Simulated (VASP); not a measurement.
Here is a VASP 6.6.1 calculation.

INCAR

```
PREC     = Accurate       # precision mode
ENCUT    = 520            # plane-wave cutoff, eV
EDIFF    = 1E-6           # SCF threshold, eV
ISMEAR   = -1             # smearing method
SIGMA    = 0.02           # smearing width, eV
LREAL    = False          # projectors in reciprocal space
LASPH    = True           # aspherical terms in the spheres
NELM     = 60             # most SCF steps
ALGO     = Normal         # electronic algorithm
ISIF     = 2              # what is computed and relaxed
LWAVE    = False          # write WAVECAR
LCHARG   = False          # write CHGCAR
GGA      = PE             # functional
NBANDS   = 30             # bands
```

Contents of KPOINTS:

```
Automatic mesh
0
Gamma
  6 6 6
```

POSCAR

```
KGeF3
1.0
    4.3875292553      0.0000000000      0.0000000000
    0.0000000000      4.3875292553      0.0000000000
    0.0000000000      0.0000000000      4.3875292553
K Ge F
1 1 3
Direct
    0.0000000000      0.0000000000      0.0000000000
    0.5000000000      0.5000000000      0.5000000000
    0.5000000000      0.5000000000      0.0000000000
    0.5000000000      0.0000000000      0.5000000000
    0.0000000000      0.5000000000      0.5000000000
```

Potentials or basis: VASP PAW PBE potentials, release 64 (K_sv, Ge_d, F).

The run is started by

```sh
$ cat potpaw_PBE.64/K_sv/POTCAR potpaw_PBE.64/Ge_d/POTCAR potpaw_PBE.64/F/POTCAR > POTCAR
$ mpirun -np 1 vasp_std > vasp.out
```

Task: Estimate the pressure.

Result: 2.3 GPa.

Task: What does it give for the band gap on the k mesh?

Result: 1.78 eV, direct.

A k mesh can miss the band edges. A hybrid or GW would open this gap; PBE tends to underestimate it.
